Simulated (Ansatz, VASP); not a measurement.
## ZnGeSb2 in two plane-wave programs

One calculation is typed for both programs; each brings its own data sets and cutoff. How far apart do they land? The cell is invented: As first built, before any earlier steps moved the atoms (in the runner's words): it takes the ZnGeP2 structure with some of its atoms replaced by other elements, volume scaled by an estimate. It may not be a known or stable phase. The cell is taken from a series of VASP runs on this material, whose earlier steps may have relaxed, scaled or displaced it; both programs get it as it stands.

Calculated with Ansatz 0.2.0; plane waves, with VASP 6.6.1 beside it; single point at PBE.

**1. The structure**

Symmetry: P-4m2, No. 115, tetragonal system. The conventional cell has a = 4.385 Å, b = 4.385 Å, c = 6.136 Å, α = 90.00°, β = 90.00°, γ = 90.00°. Nearest to Sb lie 2 Zn at 2.64 Å and 2 Ge at 2.72 Å. Nearest to Ge lie 4 Sb at 2.72 Å. Nearest to Zn lie 4 Sb at 2.64 Å. As first built, before any earlier steps moved the atoms (in the runner's words): sites of the ZnGeP2 structure (space group 115) filled with other elements, volume scaled by an estimate. Farther neighbours are not listed.

**2. Ansatz: single point, PBE**

Ansatz runs on its default PAW (the set named soft_2) files.

With cell and atoms fixed, the geometry can't cause a difference; cores, projectors, grids and the points listed under the comparison can.

The input, input.yaml:

```yaml
crystal:
  lattice:
    - [4.3849205807, 0.0, 0.0]
    - [0.0, 4.3849205807, 0.0]
    - [0.0, 0.0, 6.1358124824]
  atoms:
    - { symbol: Sb, position: [0.0, 0.5, 0.2382535967] }
    - { symbol: Sb, position: [0.5, 0.0, 0.7617464033] }
    - { symbol: Ge, position: [0.5, 0.5, 0.5] }
    - { symbol: Zn, position: [0.0, 0.0, 0.0] }
hamiltonian:
  xc: pbe
  pseudopotentials: { kind: paw }
kpoints:
  mp_grid: { grid: [6, 6, 5] }
scf:
  occupations: { method: gaussian, width: 0.05 }
  n_extra_bands: 5
output:
  forces: true
  stress: true
  eigenvalues: true
  write_density: true
  write_potential: true
  elf: true
  volumetric_format: npy
```

The run is started by

```
$ ansatz run input.yaml --threads 2 --pin off --max-ram 4608MiB --backend cpu --events-out ev --progress --plain --runs-dir out
```

Numbers of over 12 decimals in the logs are rounded to 6 here.

Log:

```text
scf.n_extra_bands = 5 over 28 filled bands (N_el = 56.0): the run solves 33 bands
Engine: ansatz 0.2.0, x86_64-unknown-linux-gnu
Pseudopotentials: kind: paw
Pseudopotential: Sb, paw, valence charge 15, recommended cutoff 420 eV (normal), Sb.paw.azcp
Pseudopotential: Ge, paw, valence charge 14, recommended cutoff 420 eV (normal), Ge.paw.azcp
Pseudopotential: Zn, paw, valence charge 12, recommended cutoff 420 eV (normal), Zn.paw.azcp
Functional definition: PBE
  parameter kappa = 0.804
  parameter beta = 0.066725
  exchange = pbe_x(kappa = kappa, mu = beta*pi^2/3)
  correlation = pbe_c(beta = beta)
Crystal: 4 atoms, lattice volume = 117.977 Å³
Basis set: ecut = 420 eV, 2325 PW (Γ), exchange–correlation on 60×60×90 points (8 copies of the dense FFT grid, shifted against one another)
Bands: 33, of which v1, the nominal top of the filled ones, is band 28 counted from 1 (27 counted from 0)
Symmetry: 8 space group operations
Space group: P-4m2 (ITA 115), of the structure as read, at distance tolerance 4.9e-5 Å
k-points: 30 of 180 (time reversal used)
Non-local potential: Sb, projectors of the file, l = 0: 2, l = 1: 2, l = 2: 2, l = 3: 2
Non-local potential: Ge, projectors of the file, l = 0: 2, l = 1: 2, l = 2: 3, l = 3: 1
Non-local potential: Zn, projectors of the file, l = 0: 2, l = 1: 2, l = 2: 3, l = 3: 1
PAW form: soft (Blöchl's): semilocal exchange-correlation on the pseudo side does not see the compensation charge
PAW one-centre angular grid: Sb, 590 points (default); XC on 64 Gauss nodes
PAW one-centre angular grid: Ge, 590 points (default); XC on 64 Gauss nodes
PAW one-centre angular grid: Zn, 590 points (default); XC on 64 Gauss nodes
Initial density: superposition of atomic densities (neutral atoms: chi_scale 0, normalization atom), corrected by the library's trained network
Initial wavefunctions: pseudopotential atomic-orbital guess
Functional: x = pbe(κ = 0.804, μ = 0.219515), c = pbe(β = 0.066725)
SCF iter   1: F=—  HF=-20582.993433 eV  |F-HF|=—  |Δ(HF+E_count)|=         —  Δρ=1.44e-3  dr2=7.04e-3  ethr=1.77e-3  ⟨swp⟩=6.8  Hψ=4282  notcnv=0
preconditioner: auto → Resta (q_TF=auto, 2.410 Å⁻¹)  ε∞=5.1  [insulator: Δε(μ)=0.167 eV  Ē_g=8.565 eV  σ=0.050 eV  W_gap=0.75  n_scr=28 (ndim 8)  ℏωp=17.4 eV  f_vac=0.092  D(μ)=0.40/eV (n_scr^D=0)  ε∞_Penn≈5.1]
SCF iter   2: F=—  HF=-20582.990597 eV  |F-HF|=—  |Δ(HF+E_count)|=   2.84e-3  Δρ=7.01e-4  dr2=1.77e-3  ethr=1.26e-5  ⟨swp⟩=2.9  Hψ=2021  notcnv=0
SCF iter   3: F=—  HF=-20582.990480 eV  |F-HF|=—  |Δ(HF+E_count)|=   1.17e-4  Δρ=5.05e-4  dr2=2.67e-4  ethr=3.16e-6  ⟨swp⟩=2.1  Hψ=1386  notcnv=0
SCF iter   4: F=—  HF=-20582.990444 eV  |F-HF|=—  |Δ(HF+E_count)|=   3.62e-5  Δρ=2.41e-4  dr2=6.50e-5  ethr=4.76e-7  ⟨swp⟩=2.0  Hψ=1319  notcnv=0
SCF iter   5: F=—  HF=-20582.990459 eV  |F-HF|=—  |Δ(HF+E_count)|=   1.55e-5  Δρ=9.12e-5  dr2=2.25e-5  ethr=1.16e-7  ⟨swp⟩=2.0  Hψ=1313  notcnv=0
SCF iter   6: F=—  HF=-20582.990473 eV  |F-HF|=—  |Δ(HF+E_count)|=   1.42e-5  Δρ=3.73e-5  dr2=3.68e-6  ethr=4.01e-8  ⟨swp⟩=2.0  Hψ=1344  notcnv=0
SCF iter   7: F=—  HF=-20582.990477 eV  |F-HF|=—  |Δ(HF+E_count)|=   4.11e-6  Δρ=1.39e-5  dr2=3.27e-7  ethr=6.58e-9  ⟨swp⟩=2.0  Hψ=1505  notcnv=0
SCF iter   8: F=-20582.990477 eV  HF=-20582.990477 eV  |F-HF|=6.98e-8  |Δ(HF+E_count)|=   1.19e-7  Δρ=5.46e-6  dr2=4.53e-8  ethr=1.79e-10  ⟨swp⟩=13.0  Hψ=7101  notcnv=0
SCF 1 converged in 8 iterations: F = -20582.990477 eV  dr2 = 4.53e-8
  greatest PAW one-centre occupation: 0.998 electrons in one spin orbital (limit 2), on the Ge atom at site 2 (counted from 0), in its partial waves of l = 2
SCF converged after 8 iterations
Free energy (F): -20582.990477 eV
Harris-Foulkes:  -20582.990477 eV  (|F-HF|=6.98e-8)
Internal energy: -20582.989972 eV  (E = F + TS)
E sigma→0 (E₀):  -20582.990225 eV
Entropy (-TS):   -0.000505 eV (-0.126 meV/atom)
Fermi energy:    7.319196 eV
--- Per-component energies (eV) ---
  E_band       = -566.667807
  E_kinetic    = 654.784628
  E_local      = -8145.388258  (includes V_loc(G=0)·N_el)
  E_nonlocal   = 1754.173187
  E_hartree    = 3586.619858
  E_xc         = -488.544116
  E_vxc        = -307.528372  (∫ρ·V_xc dr)
  E_paw        = -12996.757862  (= ΣΔE_a)
  E_vpaw       = -1695.953296  (= ΣTr[D̂ρ^β])
  E_aug_tail   = -0.000088  (compensation charges beyond the density's cutoff)
  E_ewald      = -4947.877321
  E_smearing   = -0.000505  (= −TS)
  E_closure    = 0.000000  (closes the sum)
  Σ components = -20582.990477   (vs F -20582.990477, Δ=0.00e0)
--- Forces (eV/Å), atoms counted from 1 ---
  atom   1  Sb     0.00000000    -0.00000000     0.01104992
  atom   2  Sb     0.00000000     0.00000000    -0.01104992
  atom   3  Ge     0.00000000     0.00000000    -0.00000000
  atom   4  Zn    -0.00000000     0.00000000     0.00000000
  max |Σ_I F_I| component: 5.55e-17 eV/Å
--- Stress (GPa, compression-positive) ---
        0.101839       0.000000       0.000000
        0.000000       0.101839       0.000000
        0.000000       0.000000       0.084353
  P = ⅓ Tr σ = 0.0960 GPa (0.960 kbar)
--- Band table (eV; the first three rows and the last of 30) ---
  k-point 0: bands = [... 24 lower, 4.5731, 6.5570, 7.1671, 7.4560, 7.4560, 8.3521, 9.0649, 9.8070, ... 1 higher]
  k-point 1: bands = [... 24 lower, 4.6985, 5.5553, 6.9863, 6.9863, 7.6058, 8.4435, 9.6105, 10.2161, ... 1 higher]
  k-point 2: bands = [... 24 lower, 4.9888, 4.9888, 6.3181, 6.3181, 7.9334, 8.2937, 10.2477, 10.5985, ... 1 higher]
  k-point 29: bands = [... 24 lower, 3.5518, 4.2454, 4.2454, 4.8155, 9.2876, 10.5180, 10.5180, 11.5986, ... 1 higher]
```

The job ended after 11 s (2 threads of Intel Xeon Platinum 8259CL at 2.50GHz (Skylake/Cascade Lake), shared host; peak memory 0.49 GiB; 18 s of CPU time).

The run ends at a pressure of 0.10 GPa, with forces up to 0.011 eV/Å.

**3. VASP: single point, PBE**

The same cell, functional, mesh and smearing now go to VASP, with its own data sets and cutoff.

Lines of VASP's logs that name or quote its potential files are left out, and so is its time.

The input, INCAR:

```
SYSTEM = ZnGeSb2
PREC = Accurate
ENCUT = 410
EDIFF = 1E-06
NELM = 100
ISMEAR = 0
SIGMA = 0.05
LREAL = .FALSE.
ALGO = Normal
GGA = PE
NBANDS = 24
LORBIT = 11
LWAVE = .FALSE.
LCHARG = .TRUE.
ISIF = 2
LELF = .TRUE.
LVHAR = .TRUE.
```

The input, POSCAR:

```
ZnGeSb2
1.0
    4.3849205807      0.0000000000      0.0000000000
    0.0000000000      4.3849205807      0.0000000000
    0.0000000000      0.0000000000      6.1358124824
Sb Ge Zn
2 1 1
Direct
    0.0000000000      0.5000000000      0.2382535967
    0.5000000000      0.0000000000      0.7617464033
    0.5000000000      0.5000000000      0.5000000000
    0.0000000000      0.0000000000      0.0000000000
```

The input, KPOINTS:

```
Automatic mesh
0
Gamma
6 6 5
0 0 0
```

PAW data sets: Sb, Ge_d and Zn (PBE family, release 64).

The run is started by

```
$ mpirun -np 2 vasp_std
```

Log:

```text
[banner, memory and clock lines left out]
running    2 mpi-ranks, on    1 nodes
 distrk:  each k-point on    2 cores,    1 groups
 distr:  one band on    1 cores,    2 groups

 POSCAR found type information on POSCAR SbGeZn
 POSCAR found :  3 types and       4 ions
 LDA part: xc-table for (Slater+PW92), standard interpolation
 POSCAR, INCAR and KPOINTS ok, starting setup
 FFT: planning ... GRIDC
 FFT: planning ... GRID_SOFT
 FFT: planning ... GRID
 WAVECAR not read
 entering main loop
       N       E                     dE             d eps       ncg     rms          rms(c)
DAV:   1     0.222605274676E+03    0.22261E+03   -0.14803E+04  1584   0.199E+03
DAV:   2     0.145717522107E+02   -0.20803E+03   -0.20376E+03  1512   0.471E+02
DAV:   3    -0.131114467481E+02   -0.27683E+02   -0.27535E+02  1808   0.127E+02
DAV:   4    -0.140522572435E+02   -0.94081E+00   -0.94060E+00  1608   0.257E+01
DAV:   5    -0.140743902927E+02   -0.22133E-01   -0.22133E-01  1776   0.428E+00    0.475E+00
DAV:   6    -0.139182355876E+02    0.15615E+00   -0.74189E-01  1728   0.157E+01    0.321E+00
DAV:   7    -0.138969435959E+02    0.21292E-01   -0.12992E-01  1632   0.422E+00    0.143E+00
DAV:   9    -0.138956596254E+02   -0.65961E-03   -0.25587E-03  1664   0.486E-01    0.735E-02
DAV:  10    -0.138960115696E+02   -0.35194E-03   -0.62124E-04  1616   0.240E-01    0.219E-02
DAV:  11    -0.138960433972E+02   -0.31828E-04   -0.64978E-05  1696   0.877E-02    0.109E-02
DAV:  12    -0.138960593166E+02   -0.15919E-04   -0.33245E-05  1576   0.328E-02    0.377E-03
DAV:  13    -0.138960599246E+02   -0.60799E-06   -0.14290E-06  1264   0.182E-02
   1 F= -.13896060E+02 E0= -.13895806E+02  d E =-.507673E-03
```

From OUTCAR (step 3):

```text
ion  position               nearest neighbor table
   1  0.000  0.500  0.238-   4 2.64   4 2.64   3 2.72   3 2.72
   2  0.500  0.000  0.762-   4 2.64   4 2.64   3 2.72   3 2.72
   3  0.500  0.500  0.500-   1 2.72   2 2.72   2 2.72   1 2.72
   4  0.000  0.000  0.000-   1 2.64   2 2.64   1 2.64   2 2.64

  LATTYP: Found a simple tetragonal cell.
 ALAT       =     4.3849205807
 C/A-ratio  =     1.3992984296

 Subroutine GETGRP returns: Found  8 space group operations
 (whereof  8 operations were pure point group operations)

The static configuration has the point symmetry D_2d.

 Found     30 irreducible k-points:

   k-points           NKPTS =     30   k-points in BZ     NKDIM =     30   number of bands    NBANDS=     24

   dimension x,y,z NGX =    30 NGY =   30 NGZ =   42
   dimension x,y,z NGXF=    60 NGYF=   60 NGZF=   84

   ENCUT  =  410.0 eV  30.13 Ry    5.49 a.u.   7.24  7.24 10.13*2*pi/ulx,y,z

   NELECT =      36.0000    total number of electrons

 k-points in reciprocal lattice and weights: Automatic mesh
   0.00000000  0.00000000  0.00000000       0.006
   0.16666667  0.00000000  0.00000000       0.022
   0.33333333  0.00000000  0.00000000       0.022
   0.50000000  0.00000000  0.00000000       0.011
   0.16666667  0.16666667  0.00000000       0.022
   0.33333333  0.16666667  0.00000000       0.044
   0.50000000  0.16666667  0.00000000       0.022
   0.33333333  0.33333333  0.00000000       0.022
   0.50000000  0.33333333  0.00000000       0.022
[...]
0.50000000  0.33333333  0.40000000       0.044
   0.50000000  0.50000000  0.40000000       0.011

 average (electrostatic) potential at core
       1 -88.4664       2 -88.4664       3 -75.4377       4 -35.3842

 E-fermi :   4.1818

 k-point     1 :       0.0000    0.0000    0.0000
  band No.  band energies     occupation
    ...
     13      -2.6871      2.00000
     14       1.4270      2.00000
     15       1.4270      2.00000
     16       3.4069      2.00000
     17       4.0333      1.99997
     18       4.3185      0.00011
     19       4.3185      0.00011
     20       5.1992      0.00000
     21       5.9271      0.00000
     22       6.6622      0.00000
    ...

 k-point     2 :       0.1667    0.0000    0.0000
  band No.  band energies     occupation
    ...
     13      -2.6745      2.00000
     14       0.7880      2.00000
     15       1.5747      2.00000
     16       2.3348      2.00000
     17       3.3972      2.00000
     18       4.2059      0.49503
     19       4.5476      0.00000
     20       5.9862      0.00000
     21       6.6008      0.00000
     22       6.8212      0.00000
    ...

 k-point     3 :       0.3333    0.0000    0.0000
  band No.  band energies     occupation
    ...
     14       0.3643      2.00000
     15       0.8141      2.00000
     16       1.9478      2.00000
     17       2.1391      2.00000
     18       3.8732      2.00000
     19       4.8617      0.00000
     20       6.7984      0.00000
     21       7.2504      0.00000
     22       7.6129      0.00000
     23       8.2171      0.00000
    ...

  Total        0.0128762      0.0128762      0.0032307      0.0000000      0.0000000      0.0000000
  in kB        0.1748652      0.1748652      0.0438744      0.0000000      0.0000000      0.0000000
  external PRESSURE =       0.1312016 kB  Pullay stress =       0.0000000 kB

  energy-cutoff  :      410.00
  volume of cell :      117.98
      direct lattice vectors                 reciprocal lattice vectors
     4.384920581  0.000000000  0.000000000     0.228054301  0.000000000  0.000000000
     0.000000000  4.384920581  0.000000000     0.000000000  0.228054301  0.000000000
     0.000000000  0.000000000  6.135812482     0.000000000  0.000000000  0.162977601

 POSITION                                       TOTAL-FORCE (eV/Angst)
 -----------------------------------------------------------------------------------
      0.00000      2.19246      1.46188         0.000000      0.000000      0.004541
      2.19246      0.00000      4.67393         0.000000      0.000000     -0.004541
      2.19246      2.19246      3.06791         0.000000     -0.000000      0.000000
      0.00000      0.00000      0.00000         0.000000      0.000000      0.000000
 -----------------------------------------------------------------------------------
    total drift:                                0.000000      0.000000      0.000000

  FREE ENERGIE OF THE ION-ELECTRON SYSTEM (eV)
  ---------------------------------------------------
  free  energy   TOTEN  =       -13.8960599246 eV

  energy  without entropy=      -13.8955522518  energy(sigma->0) =      -13.89580609

 total charge
# of ion       s       p       d       tot
------------------------------------------
    1        1.148   1.274   0.028   2.450
    2        1.148   1.274   0.028   2.450
    3        1.167   1.077  10.007  12.251
    4        0.597   0.476   9.725  10.799
--------------------------------------------------
tot          4.060   4.102  19.787  27.949

[... 3 further parts left out ...]
```

The run ends at a pressure of 0.01 GPa, with forces up to 0.0045 eV/Å.

**4. Comparison**

Known differences besides the potentials themselves: the data sets hold 56 valence electrons in Ansatz (default PAW (the set named soft_2) files) and 36 in VASP; the cutoff is 420 eV in Ansatz and 410 eV in VASP; VASP leaves aspherical gradient terms in its spheres out (LASPH is not set), Ansatz keeps them. Total energies have different zeros and are not compared.

The two programs side by side:

| quantity | Ansatz | VASP | difference |
| --- | --- | --- | --- |
| pressure (GPa) | 0.10 | 0.01 | +0.08 |

At this near-relaxed geometry the largest component of a force difference is 7 meV/Å. Ansatz's pressure holds a Pulay correction of 0.04 GPa; VASP's holds none.

**5. Results**

```json
{
  "difference in pressure (single point, PBE)": "0.083 GPa"
}
```

In words: The difference in pressure is 0.083 GPa (single point, PBE), within the 1 GPa picked in this series as the mark of a large difference. Such differences can come from data sets, numerical settings and the points named under the comparisons, not from the functional's error against experiment.

[Lines on the potential files, build, host, timing and source positions are cut from VASP's logs without a mark.]

[Logs are printed without paths, hosts, clocks, repeated set-up lines and the standing remarks that a program may print on its own settings, such as how far it seeks lower states.]

[Hosts, paths, dates, database ids (printed as entryN), source tags and the programs' standing remarks are cut or masked in the printed files.]
